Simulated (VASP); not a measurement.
**Ag (Silver): input slips in a relaxation and what they do**

Aim: see how common mistakes in a VASP relaxation show up, on Ag (Silver). The starting structure is a measured crystal structure from the Crystallography Open Database.

Main program and level: VASP 6.6.1; Kohn-Sham DFT with plane waves and PAW; PBEsol.

## Step 1: The starting structure

Symmetry: Fm-3m, No. 225, cubic system. The conventional cell has a = 4.086 Å, b = 4.086 Å, c = 4.086 Å, α = 90.00°, β = 90.00°, γ = 90.00°. Ag has 12 Ag at 2.89 Å nearest.

As a file:

```xyz
1
Lattice="0.0000 2.0430 2.0430 2.0430 0.0000 2.0430 2.0430 2.0430 0.0000" Properties=species:S:1:pos:R:3 pbc="T T T"
Ag    0.0000    0.0000    0.0000
```

## Step 2: Reference relaxation

INCAR

```
SYSTEM = Ag
PREC = Accurate
ENCUT = 450
EDIFF = 1E-06
NELM = 100
ISMEAR = 1
SIGMA = 0.1
LREAL = .FALSE.
ALGO = Normal
GGA = PS
NBANDS = 11
LORBIT = 11
LWAVE = .FALSE.
LCHARG = .FALSE.
KPAR = 2
IBRION = 2
NSW = 50
ISIF = 3
EDIFFG = -0.01
```

POSCAR

```
Ag
1.0
    0.0000000000      2.0430000000      2.0430000000
    2.0430000000      0.0000000000      2.0430000000
    2.0430000000      2.0430000000      0.0000000000
Ag
1
Direct
    0.0000000000      0.0000000000      0.0000000000
```

KPOINTS

```
Automatic mesh
0
Gamma
12 12 12
0 0 0
```

The projector-augmented-wave data sets are Ag (PBE family, release 64).

Launch:

```bash
mpirun -np 2 vasp_std
```

Log:

```text
[banner, memory and clock lines left out]
running    2 mpi-ranks, on    1 nodes
 distrk:  each k-point on    1 cores,    2 groups
 distr:  one band on    1 cores,    1 groups

 POSCAR found type information on POSCAR Ag
 POSCAR found :  1 types and       1 ions
|                                                                             |
|               ----> ADVICE to this user running VASP <----                  |
|                                                                             |
|     You enforced a specific xc type in the INCAR file but a different       |
|     [... a line on the potential file left out ...]
|     I HOPE YOU KNOW WHAT YOU ARE DOING!                                     |
|                                                                             |

 LDA part: xc-table for (Slater+PW92), standard interpolation
 POSCAR, INCAR and KPOINTS ok, starting setup
 FFT: planning ... GRIDC
 FFT: planning ... GRID_SOFT
 FFT: planning ... GRID
 WAVECAR not read
 entering main loop
       N       E                     dE             d eps       ncg     rms          rms(c)
DAV:   1     0.442112951260E+02    0.44211E+02   -0.52046E+03  1664   0.798E+02
DAV:   2    -0.300621167553E+01   -0.47218E+02   -0.45008E+02  1788   0.186E+02
DAV:   3    -0.365051394585E+01   -0.64430E+00   -0.64405E+00  1799   0.233E+01
DAV:   4    -0.365231927176E+01   -0.18053E-02   -0.18053E-02  1728   0.131E+00
DAV:   5    -0.365233357046E+01   -0.14299E-04   -0.14299E-04  1812   0.104E-01    0.555E+00
DAV:   6    -0.331324735292E+01    0.33909E+00   -0.14742E+00  1668   0.113E+01    0.336E+00
DAV:   7    -0.330382230492E+01    0.94250E-02   -0.87993E-03  1776   0.917E-01    0.191E+00
DAV:   8    -0.329981971457E+01    0.40026E-02   -0.70750E-04  1722   0.195E-01    0.798E-02
DAV:   9    -0.329982958935E+01   -0.98748E-05   -0.96929E-06  1749   0.241E-02    0.152E-02
DAV:  10    -0.329983185279E+01   -0.22634E-05   -0.20831E-06  1763   0.129E-02    0.366E-03
DAV:  11    -0.329983175672E+01    0.96074E-07   -0.63202E-08   906   0.226E-03
   1 F= -.32998318E+01 E0= -.32997308E+01  d E =-.329983E+01
 curvature:   0.00 expect dE= 0.000E+00 dE for cont linesearch  0.000E+00
 trial: gam= 0.00000 g(F)=  0.223E-62 g(S)=  0.113E-01 ort = 0.000E+00 (trialstep = 0.100E+01)
 search vector abs. value=  0.113E-01
 bond charge predicted
       N       E                     dE             d eps       ncg     rms          rms(c)
DAV:   1    -0.356199536455E+01   -0.26216E+00   -0.41642E+00  1650   0.217E+01    0.324E+00
DAV:   2    -0.330743636925E+01    0.25456E+00   -0.10807E+00  1641   0.966E+00    0.848E-01
DAV:   3    -0.330294175390E+01    0.44946E-02   -0.73211E-03  1791   0.750E-01    0.549E-01
DAV:   4    -0.330158659370E+01    0.13552E-02   -0.21784E-03  1671   0.325E-01    0.537E-02
DAV:   5    -0.330157807719E+01    0.85165E-05   -0.13535E-05  1707   0.319E-02    0.275E-02
DAV:   6    -0.330158105698E+01   -0.29798E-05   -0.89920E-07  1739   0.711E-03    0.315E-03
DAV:   7    -0.330158115544E+01   -0.98467E-07   -0.36185E-08   897   0.164E-03
   2 F= -.33015812E+01 E0= -.33016484E+01  d E =-.174940E-02
 trial-energy change:   -0.001749  1 .order   -0.001429   -0.011272    0.008414
 step:   0.5961(harm=  0.5726)  dis= 0.00000  next Energy=    -3.303259 (dE=-0.343E-02)
 bond charge predicted
       N       E                     dE             d eps       ncg     rms          rms(c)
DAV:   1    -0.334465062547E+01   -0.43070E-01   -0.68156E-01  1653   0.894E+00    0.132E+00
DAV:   2    -0.330449236134E+01    0.40158E-01   -0.15559E-01  1638   0.374E+00    0.436E-01
DAV:   3    -0.330353505002E+01    0.95731E-03   -0.19310E-03  1803   0.391E-01    0.288E-01
DAV:   4    -0.330326478337E+01    0.27027E-03   -0.32340E-04  1656   0.140E-01    0.105E-02
DAV:   5    -0.330326558878E+01   -0.80541E-06   -0.54918E-06  1734   0.198E-02
   3 F= -.33032656E+01 E0= -.33033028E+01  d E =-.343383E-02
 curvature:  -0.29 expect dE=-0.167E-05 dE for cont linesearch -0.167E-05
 trial: gam= 0.00000 g(F)=  0.658E-71 g(S)=  0.586E-05 ort =-0.257E-03 (trialstep = 0.919E+00)
 search vector abs. value=  0.586E-05
 reached required accuracy - stopping structural energy minimisation
```

The job ended after 9 s (2 MPI ranks of Intel Xeon 6975P-C (Granite Rapids), shared host; peak memory 0.26 GiB).

The logs omit lines about the potential files and the build; timing stands in the text.

From OUTCAR (step 2):

```text
ion  position               nearest neighbor table
   1  0.000  0.000  0.000-

  LATTYP: Found a face centered cubic cell.
 ALAT       =     4.0860000000

 Subroutine GETGRP returns: Found 48 space group operations
 (whereof 48 operations were pure point group operations)

The static configuration has the point symmetry O_h .

 Found     72 irreducible k-points:

   k-points           NKPTS =     72   k-points in BZ     NKDIM =     72   number of bands    NBANDS=     11

   dimension x,y,z NGX =    20 NGY =   20 NGZ =   20
   dimension x,y,z NGXF=    40 NGYF=   40 NGZF=   40

   ENCUT  =  450.0 eV  33.07 Ry    5.75 a.u.   5.00  5.00  5.00*2*pi/ulx,y,z

   NELECT =      11.0000    total number of electrons

 k-points in reciprocal lattice and weights: Automatic mesh
   0.00000000  0.00000000  0.00000000       0.001
   0.08333333  0.00000000  0.00000000       0.005
   0.16666667  0.00000000  0.00000000       0.005
   0.25000000  0.00000000  0.00000000       0.005
   0.33333333  0.00000000  0.00000000       0.005
   0.41666667  0.00000000  0.00000000       0.005
   0.50000000  0.00000000  0.00000000       0.002
   0.08333333  0.08333333  0.00000000       0.003
   0.16666667  0.08333333  0.00000000       0.014
[...]
-0.33333333  0.50000000  0.16666667       0.007
  -0.25000000  0.50000000  0.25000000       0.003

 average (electrostatic) potential at core
       1 -70.4635

 E-fermi :   8.4895

 k-point     1 :       0.0000    0.0000    0.0000
  band No.  band energies     occupation
    ...
      2       3.7098      2.00000
      3       3.7098      2.00000
      4       3.7098      2.00000
      5       4.8029      2.00000
      6       4.8029      2.00000
      7      24.6029      0.00000
      8      28.3191      0.00000
      9      28.3191      0.00000
     10      28.3191      0.00000
     11      33.1985      0.00000

 k-point     2 :       0.0833    0.0000    0.0000
  band No.  band energies     occupation
    ...
      2       3.6587      2.00000
      3       3.7708      2.00000
      4       3.7708      2.00000
      5       4.7803      2.00000
      6       4.7803      2.00000
      7      24.6229      0.00000
      8      26.7227      0.00000
      9      28.4237      0.00000
     10      28.4237      0.00000
     11      32.9979      0.00000

 k-point     3 :       0.1667    0.0000    0.0000
  band No.  band energies     occupation
    ...
      2       3.5938      2.00000
      3       3.8936      2.00000
      4       3.8936      2.00000
      5       4.7728      2.00000
      6       4.7728      2.00000
      7      23.0118      0.00000
      8      25.5418      0.00000
      9      28.6115      0.00000
     10      28.6115      0.00000
     11      31.7297      0.00000

  Total        0.0063657      0.0063657      0.0063657     -0.0000000     -0.0000000     -0.0000000
  in kB        0.6126632      0.6126632      0.6126632     -0.0000000     -0.0000000     -0.0000000
  external PRESSURE =       0.6126632 kB  Pullay stress =       0.0000000 kB

  energy-cutoff  :      450.00
  volume of cell :       16.65
      direct lattice vectors                 reciprocal lattice vectors
     0.000000000  2.026603743  2.026603743    -0.246718186  0.246718186  0.246718186
     2.026603743  0.000000000  2.026603743     0.246718186 -0.246718186  0.246718186
     2.026603743  2.026603743 -0.000000000     0.246718186  0.246718186 -0.246718186

 POSITION                                       TOTAL-FORCE (eV/Angst)
 -----------------------------------------------------------------------------------
      0.00000      0.00000      0.00000         0.000000      0.000000      0.000000
 -----------------------------------------------------------------------------------
    total drift:                                0.000000     -0.000000      0.000000

  FREE ENERGIE OF THE ION-ELECTRON SYSTEM (eV)
  ---------------------------------------------------
  free  energy   TOTEN  =        -3.3032655888 eV

  energy  without entropy=       -3.3033772743  energy(sigma->0) =       -3.30330282

 reached required accuracy - stopping structural energy minimisation

 total charge
# of ion       s       p       d       tot
------------------------------------------
    1        0.424   0.318   9.147   9.889

[... 3 further parts left out ...]
```

CONTCAR:

```
Ag
   1.00000000000000
     0.0000000000000000    2.0266037433256314    2.0266037433256314
     2.0266037433256314    0.0000000000000000    2.0266037433256314
     2.0266037433256314    2.0266037433256314   -0.0000000000000000
  Ag
     1
Direct
     0.0000000000000000    0.0000000000000000    0.0000000000000000
```

This run has no spin polarisation. Its electron count is odd, so without a moment it is a metal by construction. The PAW data sets were made with PBE, which is usual practice but a small mismatch for other functionals. The run keeps the 48 symmetry operations of its start, so it cannot find a distortion of lower symmetry.

The reference relaxation ends at 16.647 Å³ an atom.

## Step 3: Relaxation with the cell held fixed (ISIF = 2)

A slip made on purpose: the cell held fixed (ISIF = 2). Against step 2 the input has ISIF = 2 (also changed: NELM).

INCAR, as its differences from that of step 2:

```diff
@@ -4,3 +4,3 @@
 EDIFF = 1E-06
-NELM = 100
+NELM = 60
 ISMEAR = 1
@@ -17,3 +17,3 @@
 NSW = 50
-ISIF = 3
+ISIF = 2
 EDIFFG = -0.01
```

POSCAR is that of step 2.

KPOINTS is that of step 2.

Launch:

```bash
mpirun -np 2 vasp_std
```

Log:

```text
[banner, memory and clock lines left out]
running    2 mpi-ranks, on    1 nodes
[...]
[... a notice as in an earlier step ...]

 LDA part: xc-table for (Slater+PW92), standard interpolation
 POSCAR, INCAR and KPOINTS ok, starting setup
[...]
entering main loop
       N       E                     dE             d eps       ncg     rms          rms(c)
[... 11 cycles as in an earlier step ...]
   1 F= -.32998318E+01 E0= -.32997308E+01  d E =-.329983E+01
[...]
reached required accuracy - stopping structural energy minimisation
```

Elapsed: 4.2 s, on 2 MPI ranks; peak memory 0.23 GiB; 6.6 s of CPU time.

Parts of OUTCAR (step 3):

```text
  Total       -0.2790798     -0.2790798     -0.2790798      0.0000000      0.0000000     -0.0000000
  in kB      -26.2182581    -26.2182581    -26.2182581      0.0000000      0.0000000     -0.0000000
  external PRESSURE =     -26.2182581 kB  Pullay stress =       0.0000000 kB

 POSITION                                       TOTAL-FORCE (eV/Angst)
 -----------------------------------------------------------------------------------
      0.00000      0.00000      0.00000         0.000000      0.000000      0.000000
 -----------------------------------------------------------------------------------
    total drift:                                0.000000      0.000000      0.000000

  FREE ENERGIE OF THE ION-ELECTRON SYSTEM (eV)
  ---------------------------------------------------
  free  energy   TOTEN  =        -3.2998317567 eV

  energy  without entropy=       -3.2995289654  energy(sigma->0) =       -3.29973083

[... 2 parts as in an earlier step ...]

[... 2 further parts left out ...]
[key lines of the parts left out:]
E-fermi :   8.1642
```

With the cell held fixed (ISIF = 2) the cell ends at 17.054 Å³ an atom, +2.45 % from the reference.

## Step 4: Relaxation with a k mesh far too coarse

A slip made on purpose: a k mesh far too coarse. Against step 2 the input has a 2×2×2 mesh (also changed: NELM, NCORE and KPAR).

INCAR, as its differences from that of step 3:

```diff
@@ -14,6 +14,6 @@
 LCHARG = .FALSE.
-KPAR = 2
+NCORE = 2
 IBRION = 2
 NSW = 50
-ISIF = 2
+ISIF = 3
 EDIFFG = -0.01
```

POSCAR is that of step 3.

KPOINTS

```
Automatic mesh
0
Gamma
2 2 2
0 0 0
```

Launch:

```bash
mpirun -np 2 vasp_std
```

Log:

```text
[banner, memory and clock lines left out]
running    2 mpi-ranks, on    1 nodes
[...]
[... a notice as in an earlier step ...]

 LDA part: xc-table for (Slater+PW92), standard interpolation
 POSCAR, INCAR and KPOINTS ok, starting setup
[...]
entering main loop
       N       E                     dE             d eps       ncg     rms          rms(c)
DAV:   1     0.495745756905E+02    0.49575E+02   -0.51090E+03    66   0.787E+02
DAV:   2    -0.743744221447E+00   -0.50318E+02   -0.48377E+02    69   0.184E+02
DAV:   3    -0.142083434944E+01   -0.67709E+00   -0.67628E+00    83   0.233E+01
DAV:   4    -0.142278136554E+01   -0.19470E-02   -0.19470E-02    72   0.119E+00
[...]
DAV:   9    -0.126769167210E+01   -0.74775E-05   -0.45020E-06    72   0.189E-02    0.131E-02
DAV:  10    -0.126769305140E+01   -0.13793E-05   -0.23215E-06    77   0.148E-02    0.421E-04
DAV:  11    -0.126769306526E+01   -0.13863E-07   -0.19167E-08    33   0.114E-03
   1 F= -.12676931E+01 E0= -.12642546E+01  d E =-.126769E+01
[... from here on, the cycles between the ionic steps are left out ...]
   2 F= -.13116790E+01 E0= -.13082406E+01  d E =-.439859E-01
   3 F= -.14329610E+01 E0= -.14295226E+01  d E =-.165268E+00
   4 F= -.14330133E+01 E0= -.14295748E+01  d E =-.165320E+00
[...]
reached required accuracy - stopping structural energy minimisation
```

Run time: 3.8 s. Hardware: 2 MPI ranks; peak memory 0.2 GiB.

From OUTCAR (step 4):

```text
  Total        0.0005818      0.0005818      0.0005818      0.0000000      0.0000000     -0.0000000
  in kB        0.0467559      0.0467559      0.0467559      0.0000000      0.0000000     -0.0000000
  external PRESSURE =       0.0467559 kB  Pullay stress =       0.0000000 kB

 POSITION                                       TOTAL-FORCE (eV/Angst)
 -----------------------------------------------------------------------------------
      0.00000      0.00000     -0.00000         0.000000      0.000000      0.000000
 -----------------------------------------------------------------------------------
    total drift:                                0.000000     -0.000000      0.000000

  FREE ENERGIE OF THE ION-ELECTRON SYSTEM (eV)
  ---------------------------------------------------
  free  energy   TOTEN  =        -1.4330132694 eV

  energy  without entropy=       -1.4226979116  energy(sigma->0) =       -1.42957482

[... 1 part as in an earlier step ...]

[... 3 further parts left out ...]
[key lines of the parts left out:]
E-fermi :   6.2170
```

With a k mesh far too coarse the cell ends at 19.936 Å³ an atom, +19.76 % from the reference.

[end of part 1 of 2]

[Lines on the potential files, build, host, timing and source positions are cut from VASP's logs without a mark.]

[Logs are printed without paths, hosts, clocks, repeated set-up lines and the standing remarks that a program may print on its own settings, such as how far it seeks lower states.]

[Hosts, paths, dates, database ids (printed as entryN), source tags and the programs' standing remarks are cut or masked in the printed files.]
